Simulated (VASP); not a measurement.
Data:

```
CELL_PARAMETERS angstrom
      3.82277     0.00000     0.00000
      0.00000     3.82277     0.00000
      0.00000     0.00000     3.82277
ATOMIC_POSITIONS crystal
  Sr 0.00000 0.00000 0.00000
  V  0.50000 0.50000 0.50000
  O  0.50000 0.00000 0.50000
  O  0.00000 0.50000 0.50000
  O  0.50000 0.50000 0.00000
```

Computed with vdW-DF-cx, VASP's PBE PAW potentials (set 64) (plane waves; VASP 6.6.1). Run with 520 eV cut-off, 9×9×9 Γ-centred mesh, tetrahedra with Blöchl corrections, potentials Sr_sv V_sv O.

Problem. Predict the energy per atom (σ→0), band gap (on the k-mesh) with the smallest direct gap where there is one.

Solution. 
band gap (on the k-mesh): none (metal, semimetal or under 0.01 eV)
energy per atom (σ→0): -6.036 eV/atom

Only differences to runs with the same potentials and settings are physical.

The compound is SrVO3 in the cubic perovskite structure. It was relaxed first. The run is not spin-polarised, so no magnetic state was tried. The electron count is odd and the run is not spin-polarised, which forces a metal.
